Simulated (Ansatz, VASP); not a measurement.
## Cross-check of CdPbS3 between VASP and Ansatz

Wanted: the spread between two codes on one cell, functional and k mesh. The cell is generated by rule, not measured, and may not be a known phase. The cell is taken from a series of runs on this material, whose earlier steps may have relaxed, scaled, displaced or heated it; both programs get it as it stands.

Calculated with Ansatz 0.2.0; plane waves, with VASP 6.6.1 beside it; relaxation of cell and atoms at r2SCAN.

The structure was built from a prototype and need not be the compound's stable phase.

### Step 1. The starting structure

Symmetry: Pm-3m, No. 221, cubic system. The conventional cell has a = 5.125 Å, b = 5.125 Å, c = 5.125 Å, α = 90.00°, β = 90.00°, γ = 90.00°. Cd has 12 S at 3.62 Å nearest. Pb has 6 S at 2.56 Å nearest. Nearest to S lie 2 Pb at 2.56 Å. Farther neighbours and most contacts between anions are not listed.

Structure file:

```
Cd Pb S
1.0
     5.12540    0.00000    0.00000
     0.00000    5.12540    0.00000
     0.00000    0.00000    5.12540
Cd Pb S
1 1 3
Cartesian
  0.0000 0.0000 0.0000
  2.5627 2.5627 2.5627
  2.5627 2.5627 0.0000
  2.5627 0.0000 2.5627
  0.0000 2.5627 2.5627
```

### Step 2. VASP: relaxation of cell and atoms, r2SCAN

The relaxed volume is the usual yardstick between codes: in a stiff, nearly cubic crystal its relative difference is about their pressure difference at one cell divided by the bulk modulus.

Lines of VASP's logs that name or quote its potential files are left out, and so is its time.

Contents of INCAR:

```
SYSTEM = CdPbS3
PREC = Accurate
ENCUT = 550
EDIFF = 1E-07
NELM = 120
ISMEAR = 0
SIGMA = 0.1
LREAL = .FALSE.
ALGO = Normal
METAGGA = R2SCAN
LASPH = .TRUE.
NBANDS = 28
LORBIT = 11
LWAVE = .FALSE.
LCHARG = .FALSE.
ISIF = 3
IBRION = 2
NSW = 80
EDIFFG = -0.005
GGA_COMPAT = .FALSE.
NELMIN = 4
LMIXTAU = .TRUE.
KPAR = 2
```

Contents of POSCAR:

```
CdPbS3
1.0
    5.1254000000      0.0000000000      0.0000000000
    0.0000000000      5.1254000000      0.0000000000
    0.0000000000      0.0000000000      5.1254000000
Cd Pb S
1 1 3
Direct
    0.0000000000      0.0000000000      0.0000000000
    0.5000000000      0.5000000000      0.5000000000
    0.5000000000      0.5000000000      0.0000000000
    0.5000000000      0.0000000000      0.5000000000
    0.0000000000      0.5000000000      0.5000000000
```

Contents of KPOINTS:

```
Automatic mesh
0
Gamma
8 8 8
0 0 0
```

The projector-augmented-wave data sets are Cd, Pb_d and S (PBE family, release 64).

Command:

```bash
$ mpirun -np 2 vasp_std
```

Numbers of over 12 decimals in the logs are rounded to 6 here.

The log of the run:

```text
[banner, memory and clock lines left out]
running    2 mpi-ranks, on    1 nodes
 distrk:  each k-point on    1 cores,    2 groups
 distr:  one band on    1 cores,    1 groups

 POSCAR found type information on POSCAR CdPbS
 POSCAR found :  3 types and       5 ions
|                                                                             |
|               ----> ADVICE to this user running VASP <----                  |
|                                                                             |
|     You enforced a specific xc type in the INCAR file but a different       |
|     [... a line on the potential file left out ...]
|     I HOPE YOU KNOW WHAT YOU ARE DOING!                                     |
|                                                                             |

 LDA part: xc-table for (None), standard interpolation
 POSCAR, INCAR and KPOINTS ok, starting setup
 FFT: planning ... GRIDC
 FFT: planning ... GRID_SOFT
 FFT: planning ... GRID
 WAVECAR not read
 entering main loop
       N       E                     dE             d eps       ncg     rms          rms(c)
DAV:   1     0.325085716982E+03    0.32509E+03   -0.21759E+04  1960   0.162E+03
DAV:   2    -0.664017579985E+02   -0.39149E+03   -0.37823E+03  2052   0.401E+02
DAV:   3    -0.108990604738E+03   -0.42589E+02   -0.41204E+02  2624   0.134E+02
DAV:   4    -0.110855483536E+03   -0.18649E+01   -0.18188E+01  2264   0.275E+01
DAV:   5    -0.110935160425E+03   -0.79677E-01   -0.79609E-01  2736   0.646E+00    0.910E+00
DAV:   6    -0.101191014059E+03    0.97441E+01   -0.10038E+01  2248   0.379E+01    0.863E+00
DAV:   7    -0.979479728799E+02    0.32430E+01   -0.13471E+00  2156   0.921E+00    0.465E+00
DAV:   8    -0.982422812261E+02   -0.29431E+00   -0.35668E+00  2168   0.753E+00    0.250E+00
DAV:   9    -0.977665433275E+02    0.47574E+00   -0.40124E-01  2104   0.396E+00    0.156E+00
DAV:  10    -0.981993765207E+02   -0.43283E+00   -0.10593E+00  2056   0.546E+00    0.152E+00
DAV:  11    -0.981733855595E+02    0.25991E-01   -0.10442E-01  2220   0.257E+00    0.556E-01
DAV:  12    -0.981950506146E+02   -0.21665E-01   -0.89332E-03  2212   0.591E-01    0.371E-01
DAV:  13    -0.981935385374E+02    0.15121E-02   -0.11025E-02  2056   0.684E-01    0.171E-01
DAV:  14    -0.982111153458E+02   -0.17577E-01   -0.15309E-02  2004   0.899E-01    0.143E-01
DAV:  15    -0.982130851214E+02   -0.19698E-02   -0.14002E-03  2088   0.262E-01    0.809E-02
DAV:  16    -0.982137783724E+02   -0.69325E-03   -0.67748E-04  2340   0.170E-01    0.603E-02
DAV:  17    -0.982139427919E+02   -0.16442E-03   -0.16866E-04  2088   0.107E-01    0.454E-02
DAV:  18    -0.982140222526E+02   -0.79461E-04   -0.15482E-04  2092   0.104E-01    0.798E-03
DAV:  19    -0.982140586992E+02   -0.36447E-04   -0.21458E-05  2124   0.443E-02    0.621E-03
DAV:  20    -0.982140600136E+02   -0.13144E-05   -0.11303E-05  2396   0.220E-02    0.720E-03
DAV:  21    -0.982140589750E+02    0.10386E-05   -0.24434E-06  2244   0.909E-03    0.184E-03
DAV:  22    -0.982140590174E+02   -0.42449E-07   -0.52425E-07  1924   0.510E-03
   1 F= -.98214059E+02 E0= -.98204425E+02  d E =-.982141E+02
 curvature:   0.00 expect dE= 0.000E+00 dE for cont linesearch  0.000E+00
 trial: gam= 0.00000 g(F)=  0.000E+00 g(S)=  0.201E-02 ort = 0.000E+00 (trialstep = 0.100E+01)
 search vector abs. value=  0.201E-02
 bond charge predicted
       N       E                     dE             d eps       ncg     rms          rms(c)
DAV:   1    -0.982342064683E+02   -0.20147E-01   -0.57412E-01  2464   0.936E+00    0.101E+00
DAV:   2    -0.982171157895E+02    0.17091E-01   -0.43281E-02  2388   0.267E+00    0.298E-01
DAV:   3    -0.982147616878E+02    0.23541E-02   -0.75207E-03  2436   0.111E+00    0.198E-01
DAV:   4    -0.982147174249E+02    0.44263E-04   -0.13314E-03  2220   0.311E-01    0.101E-01
DAV:   5    -0.982148995869E+02   -0.18216E-03   -0.17605E-04  2240   0.126E-01    0.308E-02
DAV:   6    -0.982147694011E+02    0.13019E-03   -0.15360E-04  2000   0.101E-01    0.102E-02
DAV:   7    -0.982148862097E+02   -0.11681E-03   -0.12181E-04  2016   0.906E-02    0.895E-03
DAV:   8    -0.982149093755E+02   -0.23166E-04   -0.14994E-05  2020   0.320E-02    0.272E-03
DAV:   9    -0.982149106981E+02   -0.13226E-05   -0.11577E-06  2180   0.971E-03    0.104E-03
DAV:  10    -0.982149114730E+02   -0.77488E-06   -0.63753E-07  2040   0.621E-03    0.314E-04
DAV:  11    -0.982149115266E+02   -0.53596E-07   -0.90248E-08  1536   0.291E-03
   2 F= -.98214912E+02 E0= -.98205266E+02  d E =-.852509E-03
 trial-energy change:   -0.000853  1 .order   -0.000840   -0.002005    0.000324
 step:   0.8644(harm=  0.8608)  dis= 0.00000  next Energy=   -98.214933 (dE=-0.874E-03)
 bond charge predicted
       N       E                     dE             d eps       ncg     rms          rms(c)
DAV:   1    -0.982152884133E+02   -0.37694E-03   -0.10617E-02  2468   0.128E+00    0.138E-01
DAV:   2    -0.982149807633E+02    0.30765E-03   -0.78825E-04  2404   0.358E-01    0.408E-02
DAV:   3    -0.982149366196E+02    0.44144E-04   -0.13673E-04  2476   0.150E-01    0.272E-02
DAV:   4    -0.982149312613E+02    0.53583E-05   -0.26713E-05  2212   0.451E-02    0.135E-02
DAV:   5    -0.982149341824E+02   -0.29211E-05   -0.37968E-06  2252   0.175E-02    0.416E-03
DAV:   6    -0.982149308108E+02    0.33716E-05   -0.30452E-06  2036   0.144E-02    0.149E-03
DAV:   7    -0.982149336461E+02   -0.28353E-05   -0.19684E-06  2032   0.116E-02    0.116E-03
DAV:   8    -0.982149340147E+02   -0.36854E-06   -0.17622E-07  1664   0.352E-03    0.394E-04
DAV:   9    -0.982149340593E+02   -0.44587E-07   -0.20322E-08  1156   0.140E-03
   3 F= -.98214934E+02 E0= -.98205289E+02  d E =-.875042E-03
 curvature:  -0.43 expect dE=-0.485E-07 dE for cont linesearch -0.485E-07
 trial: gam= 0.00000 g(F)=  0.394E-64 g(S)=  0.113E-06 ort =-0.150E-04 (trialstep = 0.973E+00)
 search vector abs. value=  0.113E-06
 reached required accuracy - stopping structural energy minimisation
```

OUTCAR, selected parts (step 2):

```text
ion  position               nearest neighbor table
   1  0.000  0.000  0.000-
   2  0.500  0.500  0.500-   3 2.56   4 2.56   5 2.56   3 2.56   4 2.56   5 2.56
   3  0.500  0.500  0.000-   2 2.56   2 2.56
   4  0.500  0.000  0.500-   2 2.56   2 2.56
   5  0.000  0.500  0.500-   2 2.56   2 2.56

  LATTYP: Found a simple cubic cell.
 ALAT       =     5.1254000000

 Subroutine GETGRP returns: Found 48 space group operations
 (whereof 48 operations were pure point group operations)

The static configuration has the point symmetry O_h .

 Found     35 irreducible k-points:

   k-points           NKPTS =     35   k-points in BZ     NKDIM =     35   number of bands    NBANDS=     28

   dimension x,y,z NGX =    40 NGY =   40 NGZ =   40
   dimension x,y,z NGXF=    80 NGYF=   80 NGZF=   80

   ENCUT  =  550.0 eV  40.42 Ry    6.36 a.u.   9.80  9.80  9.80*2*pi/ulx,y,z

   NELECT =      44.0000    total number of electrons

 k-points in reciprocal lattice and weights: Automatic mesh
   0.00000000  0.00000000  0.00000000       0.002
   0.12500000  0.00000000  0.00000000       0.012
   0.25000000  0.00000000  0.00000000       0.012
   0.37500000  0.00000000  0.00000000       0.012
   0.50000000  0.00000000  0.00000000       0.006
   0.12500000  0.12500000  0.00000000       0.023
   0.25000000  0.12500000  0.00000000       0.047
   0.37500000  0.12500000  0.00000000       0.047
   0.50000000  0.12500000  0.00000000       0.023
[...]
0.50000000  0.50000000  0.37500000       0.012
   0.50000000  0.50000000  0.50000000       0.002

 average (electrostatic) potential at core
       1 -44.8260       2-100.5324       3 -91.1186       4 -91.1186       5 -91.1186

 E-fermi :   2.3863

 k-point     1 :       0.0000    0.0000    0.0000
  band No.  band energies     occupation
    ...
     20       1.5463      2.00000
     21       1.5866      2.00000
     22       1.5866      2.00000
     23       1.5866      2.00000
     24       1.6059      2.00000
     25       9.2830      0.00000
     26       9.2830      0.00000
     27       9.2859      0.00000
     28       9.2873      0.00000

 k-point     2 :       0.1250    0.0000    0.0000
  band No.  band energies     occupation
    ...
     20       1.4862      2.00000
     21       1.5449      2.00000
     22       1.5883      2.00000
     23       1.5883      2.00000
     24       2.3927      0.92723
     25       8.4174      0.00000
     26       8.8633      0.00000
     27       8.8633      0.00000
     28       9.5112      0.00000

 k-point     3 :       0.2500    0.0000    0.0000
  band No.  band energies     occupation
    ...
     19       1.3028      2.00000
     20       1.3028      2.00000
     21       1.4482      2.00000
     22       1.6292      2.00000
     23       1.6292      2.00000
     24       3.2434      0.00000
     25       7.4350      0.00000
     26       8.4421      0.00000
     27       8.4421      0.00000
     28       9.7980      0.00000

  Total        0.0019739      0.0019739      0.0019739      0.0000000     -0.0000000      0.0000000
  in kB        0.0236433      0.0236433      0.0236433      0.0000000     -0.0000000      0.0000000
  external PRESSURE =       0.0236433 kB  Pullay stress =       0.0000000 kB

  energy-cutoff  :      550.00
  volume of cell :      133.76
      direct lattice vectors                 reciprocal lattice vectors
     5.114148933  0.000000000 -0.000000000     0.195535956  0.000000000 -0.000000000
    -0.000000000  5.114148933  0.000000000    -0.000000000  0.195535956 -0.000000000
     0.000000000  0.000000000  5.114148933     0.000000000 -0.000000000  0.195535956

 POSITION                                       TOTAL-FORCE (eV/Angst)
 -----------------------------------------------------------------------------------
      0.00000      0.00000      0.00000         0.000000      0.000000      0.000000
      2.55707      2.55707      2.55707        -0.000000     -0.000000      0.000000
      2.55707      2.55707     -0.00000         0.000000      0.000000      0.000000
      2.55707      0.00000      2.55707         0.000000      0.000000      0.000000
     -0.00000      2.55707      2.55707         0.000000      0.000000      0.000000
 -----------------------------------------------------------------------------------
    total drift:                               -0.000000      0.000000     -0.000000

  FREE ENERGIE OF THE ION-ELECTRON SYSTEM (eV)
  ---------------------------------------------------
  free  energy   TOTEN  =       -98.2149340593 eV

  energy  without entropy=      -98.1956448391  energy(sigma->0) =      -98.20528945

 reached required accuracy - stopping structural energy minimisation

 total charge
# of ion       s       p       d       tot
------------------------------------------
    1        0.358   0.058   9.594  10.010
    2        1.205   0.832   9.927  11.964
    3        1.355   2.326   0.000   3.681
    4        1.355   2.326   0.000   3.681
    5        1.355   2.326   0.000   3.681
--------------------------------------------------
tot          5.628   7.868  19.521  33.018

[... 3 further parts left out ...]
```

CONTCAR:

```
CdPbS3
   1.00000000000000
     5.1141489330665841    0.0000000000000000   -0.0000000000000000
    -0.0000000000000000    5.1141489330665841    0.0000000000000000
     0.0000000000000000    0.0000000000000000    5.1141489330665841
  Cd              Pb              S
     1     1     3
Direct
     0.0000000000000000    0.0000000000000000    0.0000000000000000
     0.5000000000000000    0.5000000000000000    0.5000000000000000
     0.5000000000000000    0.5000000000000000    0.0000000000000000
     0.5000000000000000    0.0000000000000000    0.5000000000000000
     0.0000000000000000    0.5000000000000000    0.5000000000000000
```

The run keeps the 48 symmetry operations of its start, so it cannot find a distortion of lower symmetry.

[end of part 1 of 2]

[Lines on the potential files, build, host, timing and source positions are cut from VASP's logs without a mark.]

[Logs are printed without paths, hosts, clocks, repeated set-up lines and the standing remarks that a program may print on its own settings, such as how far it seeks lower states.]

[Hosts, paths, dates, database ids (printed as entryN), source tags and the programs' standing remarks are cut or masked in the printed files.]
